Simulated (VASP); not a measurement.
Input:

```
CELL_PARAMETERS angstrom
      0.00000     3.79055     3.79055
      3.79055     0.00000     3.79055
      3.79055     3.79055     0.00000
ATOMIC_POSITIONS crystal
  Zr 0.75000 0.75000 0.75000
  Zr 0.50000 0.50000 0.50000
  W  0.12500 0.62500 0.12500
  W  0.12500 0.12500 0.12500
  W  0.62500 0.12500 0.12500
  W  0.12500 0.12500 0.62500
```

Calculation: PBEsol GGA, VASP's PBE PAW potentials (set 64) (plane waves; VASP). Run with 400 eV cut-off, Gaussian smearing of 0.050 eV, potentials Zr_sv W_sv.

Unless said otherwise, spin-orbit coupling is left out, though it shifts the bands of the heavy elements here.

**Question.** Predict the band gap (along the path) with the smallest direct gap where there is one.

**Answer.** 
```json
{
  "band gap (along the path)": "none (metal, semimetal or under 0.01 eV)"
}
```

Total energies compare only between runs with the same potentials, cut-off and functional.

The structure comes from a computed database's ZrW2 entry (Fd-3m); how it stands against other phases isn't given here. It was relaxed first.
